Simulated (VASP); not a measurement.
Method: RPBE GGA, VASP's PBE PAW potentials (set 64) (plane waves; VASP).

The input files of a VASP run:

POSCAR:
```
TiC
1
    0.0000000000     2.1805163563     2.1805163563
    2.1805163563     0.0000000000     2.1805163563
    2.1805163563     2.1805163563     0.0000000000
Ti C
1 1
Direct
  0.0000000000   0.0000000000   0.0000000000
  0.5000000000   0.5000000000   0.5000000000
```

**KPOINTS**
```
Automatic mesh
0
Gamma
16 16 16
0 0 0
```

### INCAR
```
SYSTEM=TiC
PREC=Accurate; ENCUT=520; LREAL=.FALSE.
LASPH=.TRUE.
EDIFF=1E-7; NELM=100; ALGO=Normal
LMAXMIX=4
ISMEAR=-5
GGA=RP
ISIF=2
LWAVE=.FALSE.; LCHARG=.TRUE.; LORBIT=11
NEDOS=601
```

POTCAR, in this order: Ti_sv C (PBE.64 set). Program: vasp_std.

Output of the run:

File OUTCAR:
```
 ion  position               nearest neighbor table
   1  0.000  0.000  0.000-   2 2.18   2 2.18   2 2.18   2 2.18   2 2.18   2 2.18
   2  0.500  0.500  0.500-   1 2.18   1 2.18   1 2.18   1 2.18   1 2.18   1 2.18
  LATTYP: Found a face centered cubic cell.
 ALAT       =     4.3610327126
 Subroutine PRICEL returns:
 Original cell was already a primitive cell.
 Subroutine GETGRP returns: Found 48 space group operations
The static configuration has the point symmetry O_h .
The dynamic configuration has the point symmetry O_h .
 Subroutine INISYM returns: Found 48 space group operations
 Subroutine IBZKPT returns following result:
 Found    145 irreducible k-points:

 Following reciprocal coordinates:
            Coordinates               Weight
  0.000000  0.000000  0.000000      1.000000
  0.062500  0.000000  0.000000      8.000000
  0.125000  0.000000  0.000000      8.000000
  0.187500  0.000000  0.000000      8.000000
  0.250000  0.000000  0.000000      8.000000
  0.312500  0.000000  0.000000      8.000000
  0.375000  0.000000  0.000000      8.000000
  0.437500  0.000000  0.000000      8.000000
  0.500000  0.000000  0.000000      4.000000
  0.062500  0.062500  0.000000      6.000000
  0.125000  0.062500  0.000000     24.000000
  0.187500  0.062500  0.000000     24.000000
  0.250000  0.062500  0.000000     24.000000
  0.312500  0.062500  0.000000     24.000000
  0.375000  0.062500  0.000000     24.000000
  0.437500  0.062500  0.000000     24.000000
  0.500000  0.062500  0.000000     24.000000
 -0.437500  0.062500  0.000000     24.000000
 -0.375000  0.062500  0.000000     24.000000
 -0.312500  0.062500  0.000000     24.000000
 -0.250000  0.062500  0.000000     24.000000
 -0.187500  0.062500  0.000000     24.000000
 -0.125000  0.062500  0.000000     24.000000
 -0.062500  0.062500  0.000000     12.000000
  0.125000  0.125000  0.000000      6.000000
  0.187500  0.125000  0.000000     24.000000
  0.250000  0.125000  0.000000     24.000000
  0.312500  0.125000  0.000000     24.000000
  0.375000  0.125000  0.000000     24.000000
  0.437500  0.125000  0.000000     24.000000
  0.500000  0.125000  0.000000     24.000000
 -0.437500  0.125000  0.000000     24.000000
 -0.375000  0.125000  0.000000     24.000000
 -0.312500  0.125000  0.000000     24.000000
 -0.250000  0.125000  0.000000     24.000000
 -0.187500  0.125000  0.000000     24.000000
 -0.125000  0.125000  0.000000     12.000000
  0.187500  0.187500  0.000000      6.000000
  0.250000  0.187500  0.000000     24.000000
  0.312500  0.187500  0.000000     24.000000
   k-points           NKPTS =    145   k-points in BZ     NKDIM =    145   number of bands    NBANDS=     12
   number of dos      NEDOS =    601   number of ions     NIONS =      2
   total plane-waves  NPLWV =  13824
   dimension x,y,z NGX =    24 NGY =   24 NGZ =   24
   dimension x,y,z NGXF=    48 NGYF=   48 NGZF=   48
   ions per type =               1   1
   PREC   = accura    normal or accurate (medium, high low for compatibility)
   ISTART =      0    job   : 0-new  1-cont  2-samecut
   ICHARG =      2    charge: 1-file 2-atom 10-const
   ISPIN  =      1    spin polarized calculation?
   LNONCOLLINEAR =      F non collinear calculations
   LSORBIT =      F    spin-orbit coupling
   INIWAV =      1    electr: 0-lowe 1-rand  2-diag
   ENCUT  =  520.0 eV  38.22 Ry    6.18 a.u.   5.73  5.73  5.73*2*pi/ulx,y,z
   NELM   =    100;   NELMIN=  2; NELMDL= -5     # of ELM steps
   EDIFF  = 0.1E-06   stopping-criterion for ELM
   LREAL  =      F    real-space projection
   NLSPLINE    = F    spline interpolate recip. space projectors
   LMAXMIX     =    4 max onsite mixed and CHGCAR
...
```

**OSZICAR**
```
       N       E                     dE             d eps       ncg     rms          rms(c)
DAV:   1     0.118725961440E+03    0.11873E+03   -0.84714E+03  3488   0.159E+03
DAV:   2    -0.134368799990E+02   -0.13216E+03   -0.12610E+03  3596   0.381E+02
DAV:   3    -0.228931051538E+02   -0.94562E+01   -0.91414E+01  4672   0.977E+01
DAV:   4    -0.233613648083E+02   -0.46826E+00   -0.46765E+00  4484   0.206E+01
DAV:   5    -0.233766152519E+02   -0.15250E-01   -0.15249E-01  4784   0.332E+00    0.182E+01
DAV:   6    -0.184633750861E+02    0.49132E+01   -0.31918E+01  4156   0.695E+01    0.721E+00
DAV:   7    -0.178418375086E+02    0.62154E+00   -0.48275E+00  4288   0.281E+01    0.467E+00
DAV:   8    -0.178076516926E+02    0.34186E-01   -0.14613E-01  3748   0.504E+00    0.291E+00
DAV:   9    -0.178094516888E+02   -0.18000E-02   -0.16322E-01  3924   0.525E+00    0.815E-01
DAV:  10    -0.178063725158E+02    0.30792E-02   -0.16402E-02  5044   0.182E+00    0.586E-01
DAV:  11    -0.178048018489E+02    0.15707E-02   -0.71982E-03  3736   0.131E+00    0.113E-01
DAV:  12    -0.178047945312E+02    0.73177E-05   -0.40552E-04  3900   0.268E-01    0.367E-02
DAV:  13    -0.178047819404E+02    0.12591E-04   -0.25739E-05  5052   0.717E-02    0.122E-02
DAV:  14    -0.178047810710E+02    0.86939E-06   -0.18234E-06  3912   0.118E-02    0.257E-03
DAV:  15    -0.178047806947E+02    0.37634E-06   -0.23616E-07  3856   0.625E-03    0.630E-04
DAV:  16    -0.178047804687E+02    0.22600E-06   -0.34730E-08  1940   0.207E-03    0.349E-04
DAV:  17    -0.178047804717E+02   -0.30695E-08   -0.14857E-08  1864   0.166E-03
   1 F= -.17804780E+02 E0= -.17804780E+02  d E =0.000000E+00
```

**OUTCAR**
```
------------------------ aborting loop because EDIFF is reached ----------------------------------------
  FORCE on cell =-STRESS in cart. coord.  units (eV):
  Direction    XX          YY          ZZ          XY          YZ          ZX
  --------------------------------------------------------------------------------------
  Total       -0.0054178     -0.0054178     -0.0054178      0.0000000      0.0000000     -0.0000000
  in kB       -0.4186274     -0.4186274     -0.4186274      0.0000000      0.0000000     -0.0000000
  external PRESSURE =      -0.4186274 kB  Pullay stress =       0.0000000 kB
  volume of cell :       20.74
      direct lattice vectors                 reciprocal lattice vectors
     0.000000000  2.180516356  2.180516356    -0.229303485  0.229303485  0.229303485
     2.180516356  0.000000000  2.180516356     0.229303485 -0.229303485  0.229303485
     2.180516356  2.180516356  0.000000000     0.229303485  0.229303485 -0.229303485
 POSITION                                       TOTAL-FORCE (eV/Angst)
 -----------------------------------------------------------------------------------
      0.00000      0.00000      0.00000        -0.000000      0.000000      0.000000
      2.18052      2.18052      2.18052         0.000000     -0.000000      0.000000
 -----------------------------------------------------------------------------------
    total drift:                                0.000000     -0.000000     -0.000000
  FREE ENERGIE OF THE ION-ELECTRON SYSTEM (eV)
  ---------------------------------------------------
  free  energy   TOTEN  =       -17.8047804717 eV

  energy  without entropy=      -17.8047804717  energy(sigma->0) =      -17.80478047

 total charge

# of ion       s       p       d       tot
------------------------------------------
    1        2.193   6.235   1.919  10.346
    2        0.902   1.491   0.000   2.393
--------------------------------------------------
tot          3.095   7.726   1.919  12.739
```
(Selected blocks of OUTCAR.)

For a metal the tetrahedron method with Blöchl corrections gives inexact stress and forces.

The compound is TiC in the rock salt structure. It was relaxed first.
